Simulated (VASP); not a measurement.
Set up this calculation in VASP 6.6.1, as the native input.

| Quantity | Value |
| --- | --- |
| Task | single point |
| Functional | PBE |
| Potentials or basis | VASP PAW PBE potentials, release 64 (Pt, H, K_sv) |
| Cutoff | 520 eV |
| k mesh | 2 × 3 × 2 |
| Occupations | fermi-dirac, width 0.05 eV |
| Spin | no spin polarisation |
| Dipole correction | no |
| Further INCAR settings | ALGO = Normal; EDIFF = 1e-07; NBANDS = 45 |

The structure of K2H4Pt lies in POSCAR:

```
K2H4Pt
1.0
    6.8938750000     -0.7579790000     -0.2310550000
   -0.2034830000      5.5039540000      0.6465980000
    0.2903610000      0.9609410000      7.2005460000
Pt H K
2 8 4
Direct
    0.4057652065      0.1801530349      0.7662098802
    0.0866405884      0.0073796214      0.5026923087
    0.6026005953      0.8685751884      0.9585278534
    0.6201080396      0.2670494214      0.6289815302
    0.6173275823      0.7766031966      0.2286717633
    0.9168629455      0.7637328645      0.3064051844
    0.3490835856      0.1786936417      0.2738643093
    0.7133694211      0.7469027729      0.2998212542
    0.8834365975      0.7255760893      0.4428898024
    0.3421279179      0.2686219949      0.9346741096
    0.4930332571      0.7618672609      0.5637375210
    0.7656267361      0.3053867820      0.2155420440
    0.9984980543      0.4101923381      0.7476086428
    0.2307374864      0.7534288605      0.1249154516
```

The cell was built by a generator and needn't be a form met in nature.

The input as run:

INCAR

```
SYSTEM = K2H4Pt
PREC     = Accurate       ! precision mode
ENCUT    = 520            ! plane-wave cutoff, eV
EDIFF    = 1E-7           ! SCF threshold, eV
ISMEAR   = -1             ! smearing method
SIGMA    = 0.05           ! smearing width, eV
LREAL    = .False.        ! projectors in reciprocal space
LASPH    = .True.         ! aspherical terms in the spheres
NELM     = 100            ! most SCF steps
ALGO     = Normal         ! electronic algorithm
ISIF     = 2              ! what is computed and relaxed
LWAVE    = .False.        ! write WAVECAR
LCHARG   = .True.         ! write CHGCAR
GGA      = PE             ! functional
LELF     = .True.         ! ELF
LVHAR    = .True.       
NBANDS   = 45             ! bands
```

KPOINTS

```
regular mesh
0
Gamma
  2 3 2
  0 0 0
```

Potentials or basis: VASP PAW PBE potentials, release 64 (Pt, H, K_sv).

Run with:

```sh
$ cat potpaw_PBE.64/Pt/POTCAR potpaw_PBE.64/H/POTCAR potpaw_PBE.64/K_sv/POTCAR > POTCAR
$ mpirun -np 1 vasp_std > vasp.out
```

It gave:

```json
{
  "Pressure": "-1.5 GPa",
  "Largest force": "2.536 eV/Å",
  "Band gap on the k mesh": "none (metal or under the smearing width)"
}
```

Caveat: the k mesh is coarse (spacing up to 0.46 Å⁻¹), so the values aren't converged.

Run time: 83 s on 1 thread of Intel(R) Xeon(R) 6975P-C (Granite Rapids) (shared host), peak memory 0.38 GiB.
